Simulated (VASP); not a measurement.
Data:

```
CELL_PARAMETERS angstrom
      4.17500     0.00000     0.00000
      0.00000     4.17500     0.00000
      0.00000     0.00000     4.17500
ATOMIC_POSITIONS crystal
  Mg 0.00000 0.00000 0.00000
  Sr 0.50000 0.50000 0.50000
```

All values below come from r2SCAN+rVV10, VASP's PBE PAW potentials (set 64) (plane waves; VASP). Numerical set-up: 400 eV cut-off, 10×10×10 Γ-centred mesh, tetrahedra with Blöchl corrections, potentials Mg Sr_sv.

### Question
Give the energies of bands 5 to 9 at the high-symmetry points, in eV from the Fermi level.

### Answer

```tsv
band	Γ	X	M	R
5	-5.03	-2.83	-2.18	-0.54
6	1.07	-2.29	-0.10	-0.54
7	1.07	2.05	-0.10	-0.54
8	3.94	2.48	0.59	0.83
9	3.94	2.48	3.42	3.34
```

It has no gap at this level: it comes out as a metal or semimetal.

The structure comes from a measured SrMg entry (Pm-3m) of the Crystallography Open Database, whose conditions weren't checked. It was relaxed first, which changed the volume by +23 %.
